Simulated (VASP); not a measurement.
Crystal: BAs.

```
CELL_PARAMETERS angstrom
0.00000 2.39000 2.39000
2.39000 0.00000 2.39000
2.39000 2.39000 0.00000
ATOMIC_POSITIONS crystal
B 0.00000 0.00000 0.00000
As 0.25000 0.25000 0.25000
```

The cell was built by a generator and needn't be a form met in nature.

| Item | Value |
| --- | --- |
| Program | VASP 6.6.1 |
| Task | relaxation of cell and atoms |
| Functional | PBE |
| Potentials or basis | VASP PAW PBE potentials, release 64 (B, As) |
| Cutoff | 600 eV |
| k mesh | 8 × 8 × 8 |
| Occupations | gaussian, width 0.01 eV |
| Spin | no spin polarisation |

At the start: pressure 3.1 GPa; volume 13.65 Å³/atom.

Question: Where does the relaxation end?

Answer: Over 3 steps the energy falls by 3.0 meV/atom and the volume is 13.97 Å³/atom (+2.3 %); space group F-43m (No. 216, to 0.05 Å).

The path:
```csv
step,energy change (eV),largest force (eV/Å),pressure (GPa),volume (Å³)
1,0.0000,0.0000,3.14,27.30
2,-0.0032,0.0000,-2.02,28.38
3,-0.0060,0.0000,0.01,27.93
```

Final structure:
```cif
data_structure
_symmetry_space_group_name_H-M 'P 1'
_symmetry_Int_Tables_number 1
_cell_length_a 3.4056
_cell_length_b 3.4056
_cell_length_c 3.4056
_cell_angle_alpha 60.000
_cell_angle_beta 60.000
_cell_angle_gamma 60.000
_cell_volume 27.93
loop_
_atom_site_label
_atom_site_type_symbol
_atom_site_fract_x
_atom_site_fract_y
_atom_site_fract_z
_atom_site_occupancy
B1 B 0.00000 0.00000 0.00000 1
As1 As 0.25000 0.25000 0.25000 1
```
